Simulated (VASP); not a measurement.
Consider the following.

```
TiSi2
1.0
    1.76952    -6.77618     0.00000
    1.76952     6.77618     0.00000
    0.00000     0.00000     3.57408
Ti Si
2 4
Direct
  0.89688   0.10312   0.75000
  0.10312   0.89688   0.25000
  0.55825   0.44175   0.75000
  0.44175   0.55825   0.25000
  0.24969   0.75031   0.75000
  0.75031   0.24969   0.25000
```

These are PBE GGA, VASP's PBE PAW potentials (set 64) (plane waves; VASP) values and carry that method's errors. Run with 300 eV cut-off, 10×10×9 Γ-centred mesh, Fermi-Dirac smearing of 0.10 eV, potentials Ti_sv Si.

At this cut-off the stress carries a Pulay error, which pulls relaxed volumes low.

Problem. Which forces act on the atoms, in eV/Å?

Solution. 
```csv
atom,Fx,Fy,Fz
Ti1,0.000,0.014,0.000
Ti2,0.000,-0.014,0.000
Si3,0.000,-0.146,0.000
Si4,0.000,0.146,0.000
Si5,0.000,0.003,0.000
Si6,0.000,-0.003,0.000
```

Problem. Give the stress tensor in GPa (positive for a compressed cell).

Solution. 
```
0.45  0.00  0.00
0.00  0.41  0.00
0.00  0.00  0.75
```
The pressure is its mean diagonal, 0.53 GPa.

The structure comes from a computed database's TiSi2 entry; how it stands against other phases isn't given here. The cell was not relaxed at this level.
